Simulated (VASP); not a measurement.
**LaSb2Au: structure and properties in VASP**

Aim: relax LaSb2Au, then compute properties on the relaxed cell. The steps: full relaxation (PBEsol), second relaxation, density, ELF and potential (PBEsol), band structure (PBEsol), density of states (PBEsol) and optical spectrum (PBEsol). Left out of this account: 1 further run (relaxation: it shows nothing beyond the runs told). The start is a cell from a database of measured crystal structures.

Method: PBEsol; plane waves and PAW (La, Sb, Au), in VASP 6.6.1.

Report form: the programs' logs are mostly left out.

## (1) Set-up

Before any relaxation, the start is as follows. The structure is tetragonal, space group P4/nmm (No. 129). The conventional cell has a = 4.436 Å, b = 4.436 Å, c = 10.432 Å, α = 90.00°, β = 90.00°, γ = 90.00°. Nearest to La lie 8 Sb at 3.24 to 3.45 Å and 4 Au at 3.40 Å. Nearest to Sb lie 4 Au at 2.84 Å and 4 La at 3.24 Å. Nearest to Sb lie 4 Sb at 3.14 Å and 4 La at 3.45 Å. Nearest to Au lie 4 Sb at 2.84 Å and 4 Au at 3.14 Å and 4 La at 3.40 Å. Farther neighbours are not listed.

Structure file:

```cif
data_structure
_symmetry_space_group_name_H-M 'P4/nmm:1'
_symmetry_Int_Tables_number 129
_cell_length_a 4.4360
_cell_length_b 4.4360
_cell_length_c 10.4320
_cell_angle_alpha 90.000
_cell_angle_beta 90.000
_cell_angle_gamma 90.000
_cell_volume 205.28
loop_
_atom_site_label
_atom_site_type_symbol
_atom_site_symmetry_multiplicity
_atom_site_Wyckoff_symbol
_atom_site_fract_x
_atom_site_fract_y
_atom_site_fract_z
_atom_site_occupancy
La1 La 2 c 0.50000 0.00000 0.75315 1
Sb1 Sb 2 c 0.50000 0.00000 0.16940 1
Sb2 Sb 2 b 0.00000 0.00000 0.50000 1
Au1 Au 2 a 0.00000 0.00000 0.00000 1
```

## (2) Full relaxation (PBEsol)

The start need not lie at this functional's minimum. ISIF = 3 frees volume, shape and positions, and EDIFFG sets the threshold on forces and stress at which the search stops. PBEsol restores the gradient expansion of exchange and is tuned for the cells of solids.

Contents of INCAR:

```
SYSTEM = LaSb2Au
PREC = Accurate
ENCUT = 400
EDIFF = 1E-06
NELM = 100
ISMEAR = 0
SIGMA = 0.05
LREAL = .FALSE.
ALGO = Normal
GGA = PS
NBANDS = 40
LASPH = .TRUE.
LORBIT = 11
LWAVE = .FALSE.
LCHARG = .FALSE.
KPAR = 4
IBRION = 2
NSW = 60
ISIF = 3
EDIFFG = -0.01
```

Contents of POSCAR:

```
LaSb2Au
1.0
    4.4360000000      0.0000000000      0.0000000000
    0.0000000000      4.4360000000      0.0000000000
    0.0000000000      0.0000000000     10.4320000000
La Sb Au
2 4 2
Direct
    0.5000000000      0.0000000000      0.7531500000
    0.0000000000      0.5000000000      0.2468500000
    0.5000000000      0.0000000000      0.1694000000
    0.0000000000      0.5000000000      0.8306000000
    0.0000000000      0.0000000000      0.5000000000
    0.5000000000      0.5000000000      0.5000000000
    0.0000000000      0.0000000000      0.0000000000
    0.5000000000      0.5000000000      0.0000000000
```

Contents of KPOINTS:

```
Automatic mesh
0
Gamma
5 5 3
0 0 0
```

PAW data sets: La, Sb and Au (PBE family, release 64).

Run with:

```sh
$ mpirun -np 4 vasp_std
```

Run time: 2.4 min. Hardware: 4 MPI ranks of Intel Xeon 6975P-C (Granite Rapids), shared host; peak memory 1.2 GiB.

The k-mesh is coarse for a metal. The PAW data sets were made with PBE, which is usual practice but a small mismatch for other functionals. The run keeps the 16 symmetry operations of its start, so it cannot find a distortion of lower symmetry.

Step by step:

```
step  energy less that of the first step (eV)  largest force (eV/Å)  pressure (GPa)  volume (Å³)
   1                                   0.0000                0.3762           -0.56       205.28
   2                                  -0.0284                0.2671            0.36       202.63
   3                                  -0.0345                0.2502            1.04       200.78
   4                                  -0.0480                0.1837            0.46       201.64
   5                                  -0.0498                0.1476            0.18       202.10
   6                                  -0.0514                0.1158           -0.01       202.49
   7                                  -0.0521                0.0577           -0.32       203.19
   8                                  -0.0522                0.0738           -0.24       202.99
   9                                  -0.0532                0.0594           -0.08       202.52
  10                                  -0.0534                0.0481            0.05       202.17
  11                                  -0.0534                0.0502            0.04       202.23
  12                                  -0.0538                0.0332            0.00       202.20
  13                                  -0.0543                0.0108           -0.05       202.11
  14                                  -0.0543                0.0034            0.05       201.83
```

```
conventional cell, symmetrised  before   after  change
                         a (Å)   4.436   4.454  +0.4 %
                         b (Å)   4.436   4.454  +0.4 %
                         c (Å)  10.432  10.175  -2.5 %
              volume (Å³/atom)   25.66   25.23  -1.7 %
```

The atoms that moved most (Å, as changes of fractional coordinates times the final cell):

```
atom     dx     dy      dz  length
 Sb4  0.000  0.000  -0.052   0.052
 Sb3  0.000  0.000   0.052   0.052
 La2  0.000  0.000   0.048   0.048
 La1  0.000  0.000  -0.048   0.048
```

Final coordinates:

```cif
data_structure
_symmetry_space_group_name_H-M 'P 1'
_symmetry_Int_Tables_number 1
_cell_length_a 4.4537
_cell_length_b 4.4537
_cell_length_c 10.1748
_cell_angle_alpha 90.000
_cell_angle_beta 90.000
_cell_angle_gamma 90.000
_cell_volume 201.83
loop_
_atom_site_label
_atom_site_type_symbol
_atom_site_fract_x
_atom_site_fract_y
_atom_site_fract_z
_atom_site_occupancy
La1 La 0.50000 0.00000 0.74843 1
La2 La 0.00000 0.50000 0.25157 1
Sb3 Sb 0.50000 0.00000 0.17455 1
Sb4 Sb 0.00000 0.50000 0.82545 1
Sb5 Sb 0.00000 0.00000 0.50000 1
Sb6 Sb 0.50000 0.50000 0.50000 1
Au7 Au 0.00000 0.00000 0.00000 1
Au8 Au 0.50000 0.50000 0.00000 1
```

This step gave:

```yaml
electrons: 64
bands: 40
irreducible_k_points: 12
symmetry_operations: 16
free_energy_toten: -43.21 eV
energy_at_zero_smearing: -43.21 eV
fermi_energy: 8.709 eV
pressure: 0.05452 GPa
metallic: yes
scf_cycles_over_all_ionic_steps: 109
```

It ends with a largest force of 0.003 eV/Å and a pressure of 0.05 GPa. The volume lies -1.7 % from that of the database's start, which holds the thermal and zero-point expansion of its experiment.

## (3) Second relaxation

A relaxation keeps the plane waves of the cell it began with, so it is repeated from the new cell, on a basis made for it.

INCAR is that of step 2.

Contents of POSCAR:

```
LaSb2Au
1.0
    4.4537412812      0.0000000000      0.0000000000
    0.0000000000      4.4537412812      0.0000000000
    0.0000000000      0.0000000000     10.1748221514
La Sb Au
2 4 2
Direct
    0.5000000000      0.0000000000      0.7484327217
    0.0000000000      0.5000000000      0.2515672783
    0.5000000000      0.0000000000      0.1745465021
    0.0000000000      0.5000000000      0.8254534979
    0.0000000000      0.0000000000      0.5000000000
    0.5000000000      0.5000000000      0.5000000000
    0.0000000000      0.0000000000      0.0000000000
    0.5000000000      0.5000000000      0.0000000000
```

KPOINTS is that of step 2.

Run with:

```sh
$ mpirun -np 4 vasp_std
```

It took 28 s on 4 MPI ranks; peak memory 1.2 GiB.

Little changed from the start: no atom moved by 0.005 Å and no cell edge by 0.1 %.

This step gave:

```yaml
fermi_energy: 8.693 eV
pressure: -0.03536 GPa
scf_cycles_over_all_ionic_steps: 22
```

It ends with a largest force of 0.008 eV/Å and a pressure of -0.04 GPa. The volume moved by only 0.12 %, so the volume is settled.

## (4) Density, ELF and potential (PBEsol)

The relaxed cell gets a fresh self-consistent run, on a basis set for its own volume, to fix the density and to check the remaining stress.

INCAR: that of step 3 with these lines changed.

```diff
@@ -14,7 +14,5 @@
 LWAVE = .FALSE.
-LCHARG = .FALSE.
-KPAR = 4
-IBRION = 2
-NSW = 60
-ISIF = 3
-EDIFFG = -0.01
+LCHARG = .TRUE.
+ISIF = 2
+LELF = .TRUE.
+LVHAR = .TRUE.
```

Contents of POSCAR:

```
LaSb2Au
1.0
    4.4559316300      0.0000000000      0.0000000000
    0.0000000000      4.4559316300      0.0000000000
    0.0000000000      0.0000000000     10.1771498196
La Sb Au
2 4 2
Direct
    0.5000000000      0.0000000000      0.7484144766
    0.0000000000      0.5000000000      0.2515855234
    0.5000000000      0.0000000000      0.1745352280
    0.0000000000      0.5000000000      0.8254647720
    0.0000000000      0.0000000000      0.5000000000
    0.5000000000      0.5000000000      0.5000000000
    0.0000000000      0.0000000000      0.0000000000
    0.5000000000      0.5000000000      0.0000000000
```

KPOINTS is that of step 3.

Run with:

```sh
$ mpirun -np 4 vasp_std
```

Elapsed: 17 s, on 4 MPI ranks; peak memory 0.67 GiB; 64 s of CPU time.

Numbers from this step:

* SCF cycles: 16
* pressure: -0.04919 GPa

Valence electrons inside each PAW sphere by angular momentum. Sphere charges, by row:

```
atom  s (e)  p (e)  d (e)  f (e)  tot (e)
 La1  2.023  5.622  0.767  0.151    8.563
 La2  2.023  5.622  0.767  0.151    8.563
 Sb3  1.145  1.274  0.042      0    2.461
 Sb4  1.145  1.274  0.042      0    2.461
 Sb5  1.182  1.215   0.03      0    2.427
 Sb6  1.182  1.215   0.03      0    2.427
 Au7  0.592  0.378   8.73      0      9.7
 Au8  0.592  0.378   8.73      0      9.7
```

Electrostatic potential energy in the ac plane at fractional y = 0.000, with atoms of La and Sb and Au within 0.2 Å of it. With pseudopotentials it is smooth inside the atoms' cores, unlike the true potential.

Values in eV, 24 rows by 14 columns, each cell a mean:
```
-65 -56 -36  -9   1   3   3   3   3   2  -1 -19 -45 -61
-37 -29 -13  -1   1   2   2   2   2   2   1  -5 -20 -33
 -5  -3   0   0   0  -2  -4  -4  -3  -1   0   0  -1  -4
  2   2   1  -1  -6 -13 -23 -25 -19 -10  -4   0   1   2
  3   2   0  -6 -18 -45 -72 -77 -64 -33 -12  -3   1   3
  3   2  -1  -9 -31 -76 -93 -94 -91 -57 -20  -5   0   2
  3   2  -1  -8 -27 -68 -91 -93 -86 -50 -18  -4   0   2
  3   2   0  -4 -12 -30 -51 -57 -44 -22  -8  -2   1   2
  0   0   0  -1  -3  -7 -11 -12  -9  -5  -2   0   0   0
-22 -15  -6  -1   0   0  -1  -1  -1   0   0  -3  -9 -19
-74 -61 -32  -7  -1   2   2   2   2   1  -2 -14 -44 -68
-93 -85 -56 -14  -2   2   3   3   3   1  -4 -30 -69 -90
-89 -78 -48 -11  -1   2   3   3   3   1  -3 -24 -61 -84
-51 -38 -17  -3   1   3   3   3   3   2   0  -7 -25 -45
 -7  -4  -1   1   3   3   3   3   3   3   2   1  -2  -6
  2   2   3   3   3   3   3   3   3   3   3   3   2   2
  3   3   3   3   2   0  -2  -2  -1   1   2   3   3   3
  3   3   2   1  -3 -14 -28 -32 -23  -9  -2   2   3   3
  3   3   2  -3 -17 -51 -76 -81 -68 -37  -9   0   2   3
  3   2   1  -5 -29 -70 -92 -93 -87 -55 -16  -1   2   3
  1   1   0  -3 -20 -57 -81 -85 -74 -42 -11  -1   1   1
-18 -12  -4  -2  -6 -19 -37 -41 -31 -13  -4  -2  -7 -15
-53 -44 -25  -5  -1  -2  -4  -5  -3  -1  -1 -12 -33 -49
-69 -62 -41 -11   0   2   2   2   2   1  -2 -23 -50 -66
```
Columns run along a (4.5 Å; values clipped at the 3rd and 97th percentile), rows up along c (10.2 Å). Atoms in or near the plane, at fractional coordinates: La at (0.50, 0.75), Sb at (0.50, 0.17), Sb at (0.00, 0.50), Au at (0.00, 0.00).

Valence density in the ac plane at fractional y = 0.000, with atoms of La and Sb and Au within 0.2 Å of it. It is the smooth field of the valence electrons, not physical close to the nuclei.

Ten steps, logarithmic in the rise over the least value, from '_' (-0.3 e/Å³) to '@' (4.3 e/Å³), each cell a mean:
```
@@@@%%**++==========++##%%@@
%%##**++++==========++**####
**++++++====++++++====++++++
++====++++****##**++++====++
======++**##%%##%%##**++====
======++##%%##++####**++====
======++##%%########**++====
======++**########**++++====
++++++++++++****++++++++++++
++++++++++==========++++++++
++++++++++==========++++++++
__==++++++==========++++++--
--==++++++==========++++++==
++++++++============++++++++
++++++================++++++
++========================++
==========++++++++++========
======++++++++++++++++======
======++++++++==++++++++====
====++++++++::__==++++++++==
++++++++++++====++++++++++++
##****++++++++++++++++++****
%%%%##**++++++++++++++**##%%
@@@@%%**++++======++++##%%@@
```
Columns run along a (4.5 Å), rows up along c (10.2 Å). Atoms in or near the plane, at fractional coordinates: La at (0.50, 0.75), Sb at (0.50, 0.17), Sb at (0.00, 0.50), Au at (0.00, 0.00).

ELF in the ac plane at fractional y = 0.000, with atoms of La and Sb and Au within 0.2 Å of it. It is the smooth field of the valence electrons, not physical close to the nuclei.

Ten even steps from '0' (0.01) to '9' (0.89), each cell a mean:
```
00233211123310
23432100013443
33321122111333
22112688742122
11027998985111
10048964797201
11048976897201
43126999984124
98632355422478
99973110124899
89986311147899
67886311247887
78875210136887
99974100025899
99852000013689
76421122212357
22235677764222
12368999998531
12589988899742
23588866788742
33468766787533
33346666665333
11333444443321
10233222223310
```
Columns run along a (4.5 Å), rows up along c (10.2 Å). Atoms in or near the plane, at fractional coordinates: La at (0.50, 0.75), Sb at (0.50, 0.17), Sb at (0.00, 0.50), Au at (0.00, 0.00).

In this run the pressure is -0.05 GPa, small enough to go on.

## (5) Band structure (PBEsol)

The mesh alone shows little of the dispersion and can miss band extrema, so KPOINTS_OPT adds a path through the symmetry points after the self-consistent cycle.

Contents of INCAR:

```
SYSTEM = LaSb2Au
PREC = Accurate
ENCUT = 400
EDIFF = 1E-06
NELM = 100
ISMEAR = 0
SIGMA = 0.05
LREAL = .FALSE.
ALGO = Normal
GGA = PS
NBANDS = 52
LASPH = .TRUE.
LORBIT = 11
LWAVE = .FALSE.
LCHARG = .FALSE.
KPAR = 4
```

POSCAR is that of step 4.

KPOINTS is that of step 4.

Contents of KPOINTS_OPT:

```
Line mode
12
Line-mode
Reciprocal
  0.00000000   0.00000000   0.00000000 GAMMA
  0.00000000   0.50000000   0.00000000 X

  0.00000000   0.50000000   0.00000000 X
  0.50000000   0.50000000   0.00000000 M

  0.50000000   0.50000000   0.00000000 M
  0.00000000   0.00000000   0.00000000 GAMMA

  0.00000000   0.00000000   0.00000000 GAMMA
  0.00000000   0.00000000   0.50000000 Z

  0.00000000   0.00000000   0.50000000 Z
  0.00000000   0.50000000   0.50000000 R

  0.00000000   0.50000000   0.50000000 R
  0.50000000   0.50000000   0.50000000 A

  0.50000000   0.50000000   0.50000000 A
  0.00000000   0.00000000   0.50000000 Z

  0.00000000   0.50000000   0.00000000 X
  0.00000000   0.50000000   0.50000000 R

  0.50000000   0.50000000   0.00000000 M
  0.50000000   0.50000000   0.50000000 A
```

Run with:

```sh
$ mpirun -np 4 vasp_std
```

Elapsed: 2 min, on 4 MPI ranks; peak memory 1.4 GiB; 8 min of CPU time.

Spin-orbit coupling is off here; with elements this heavy it splits and shifts levels by tenths of an eV or more.

Numbers from this step:

- SCF cycles: 17
- bands: 52
- pressure: -0.04603 GPa

The electronic bands at the labelled points (eV, zero at the Fermi level; # counts the bands kept):

```
          point    #19    #20    #21    #22    #23    #24   #25   #26
              Γ  -1.34  -0.30   0.01   0.53   0.53   1.51  1.90  1.98
0.45 of the way  -1.25  -0.36  -0.27   0.09   0.96   1.28  1.34  1.40
              X  -1.34  -1.34  -0.67  -0.67  -0.34  -0.34  2.18  2.18
0.45 of the way  -1.62  -1.62  -0.58  -0.58   1.38   1.38  1.89  1.89
              M  -1.97  -1.97  -1.64  -1.64   1.73   1.73  2.35  2.35
0.45 of the way  -1.71  -0.92  -0.75  -0.34   0.91   1.77  1.80  1.81
              Γ  -1.34  -0.30   0.01   0.53   0.53   1.51  1.90  1.98
0.45 of the way  -1.23  -0.53   0.00   0.56   0.56   1.21  1.95  2.00
              Z  -1.05  -0.85   0.00   0.61   0.61   0.84  1.96  1.98
0.45 of the way  -1.31  -0.62  -0.32  -0.18   0.67   1.28  1.44  1.48
              R  -0.58  -0.58  -0.40  -0.40   0.34   0.34  1.62  1.62
0.45 of the way  -1.40  -1.40  -0.42  -0.42   1.14   1.14  2.10  2.10
              A  -1.97  -1.97  -1.67  -1.67   1.95   1.95  2.08  2.08
0.55 of the way  -1.19  -1.16  -0.86  -0.45   0.22   1.72  1.84  1.93
              Z  -1.05  -0.85   0.00   0.61   0.61   0.84  1.96  1.98
      jump to X  -1.34  -1.34  -0.67  -0.67  -0.34  -0.34  2.18  2.18
0.55 of the way  -0.70  -0.70  -0.51  -0.51  -0.09  -0.09  2.02  2.02
              R  -0.58  -0.58  -0.40  -0.40   0.34   0.34  1.62  1.62
      jump to M  -1.97  -1.97  -1.64  -1.64   1.73   1.73  2.35  2.35
0.45 of the way  -1.97  -1.97  -1.65  -1.65   1.81   1.81  2.29  2.29
              A  -1.97  -1.97  -1.67  -1.67   1.95   1.95  2.08  2.08
```

Of the projections kept (La, Sb, Au), the largest for each band there; the rest of the weight can lie on other orbitals:

```
point      #19      #20      #21      #22      #23      #24      #25      #26
    Γ  La 0.58  Sb 0.49  Au 0.68  Sb 0.45  Sb 0.45  La 0.76  La 0.60  La 0.82
    X  Sb 0.47  Sb 0.47  Sb 0.58  Sb 0.58  Sb 0.75  Sb 0.75  La 0.82  La 0.82
    M  Au 0.92  Au 0.92  Sb 0.67  Sb 0.67  La 0.72  La 0.72  La 0.98  La 0.98
    Γ  La 0.58  Sb 0.49  Au 0.68  Sb 0.45  Sb 0.45  La 0.76  La 0.60  La 0.82
    Z  La 0.37  Sb 0.47  La 0.71  Sb 0.44  Sb 0.44  Au 0.57  La 0.79  La 0.86
    R  Sb 0.61  Sb 0.61  Sb 0.58  Sb 0.58  Sb 0.62  Sb 0.62  La 0.45  La 0.45
```

There is no gap at this level.

## (6) Density of states (PBEsol)

A density of states needs more k-points than a total energy; ISMEAR = -5 takes tetrahedra, and LORBIT projects the states on the PAW spheres. The mesh is finer than in the run before.

INCAR: that of step 5 with these lines changed.

```diff
@@ -5,3 +5,3 @@
 NELM = 100
-ISMEAR = 0
+ISMEAR = -5
 SIGMA = 0.05
@@ -16 +16,2 @@
 KPAR = 4
+NEDOS = 2001
```

POSCAR is that of step 5.

Contents of KPOINTS:

```
Automatic mesh
0
Gamma
8 8 4
0 0 0
```

Run with:

```sh
$ mpirun -np 4 vasp_std
```

Run time: 1.9 min. Hardware: 4 MPI ranks; peak memory 1.8 GiB.

On this mesh force components of up to 0.14 eV/Å appear, so the relaxed positions are not converged with the sampling. With tetrahedra the forces and stress of a metal are not exact derivatives of the energy.

Numbers from this step:

| Item | Value |
| --- | --- |
| SCF cycles | 31 |
| irreducible k-points | 45 |
| free energy (TOTEN) | -43.24 eV |
| Fermi energy | 8.843 eV |
| pressure | -0.2574 GPa |
| DOS at the Fermi level | 2.828 states/eV/cell |

The density of states has structure finer than the step of the table below, so its rows give means over 0.5 eV, whole bins alone (the curve runs from -12.0 to 1.93 eV). Peaks (eV: height): total -4.76: 16.5, -4.58: 18.1, -4.22: 16.6, -4.04: 14.4; Au d -4.76: 11.9, -4.58: 12.2, -4.22: 12.2, -4.04: 9.93; Sb p -2.31: 1.55, -1.95: 1.65, -1.54: 1.59, -0.76: 1.47; La f 1.57: 2.94; Sb s -9.72: 6.17, -9.54: 3.55.

States under -12.0 eV and over 1.9 eV are left out. Density of states against energy, zero at the Fermi level; means over each step; values in states/eV/cell:

```
energy (eV)    total     Au d     Sb p     La f     Sb s
      -11.5  0.00825        0   8.4e-6        0  0.00372
      -11.0    0.657   9.9e-4  0.00308        0    0.303
      -10.5     1.40  0.00877   0.0136   1.7e-4    0.630
      -10.0     3.81    0.127   0.0362  0.00244     1.76
       -9.5     5.53    0.321   0.0485  0.00606     2.74
       -9.0     1.67  0.00830   0.0285  0.00173    0.906
       -8.5     1.20   9.2e-4   0.0263  0.00153    0.660
       -8.0    0.706   4.0e-4   0.0204  0.00110    0.394
       -7.5    0.508   6.2e-5   0.0149  0.00119    0.295
       -7.0    0.371   1.1e-4  0.00895   9.2e-4    0.226
       -6.5    0.304   0.0561   0.0140   5.3e-4   0.0896
       -6.0     4.08     1.59    0.284  0.00497   0.0878
       -5.5     7.08     4.11    0.455   0.0101   0.0665
       -5.0     11.6     7.79    0.591   0.0169   0.0811
       -4.5     10.4     7.35    0.524   0.0170    0.121
       -4.0     10.6     7.15    0.586   0.0267    0.229
       -3.5     3.79     1.74    0.463   0.0128   0.0865
       -3.0     4.25    0.887    0.849   0.0191   0.0995
       -2.5     4.50    0.679    0.922   0.0235    0.106
       -2.0     6.90     1.19     1.37   0.0430   0.0868
       -1.5     6.62    0.744     1.42   0.0745   0.0619
       -1.0     4.44    0.565    0.973    0.100   0.0723
       -0.5     4.37    0.493    0.973    0.176   0.0602
        0.0     2.40    0.154    0.572    0.182   0.0653
        0.5     1.94   0.0937    0.391    0.196   0.0650
        1.0     3.13    0.111    0.418    0.495   0.0799
        1.5     7.60    0.242    0.601     1.94    0.168
```

[end of part 1 of 2]

[Lines on the potential files, build, host, timing and source positions are cut from VASP's logs without a mark.]

[Logs are printed without paths, hosts, clocks, repeated set-up lines and the standing remarks that a program may print on its own settings, such as how far it seeks lower states.]

[Hosts, paths, dates, database ids (printed as entryN), source tags and the programs' standing remarks are cut or masked in the printed files.]

[A measured line is paired with the nearest computed mode of its activity, which favours agreement.]
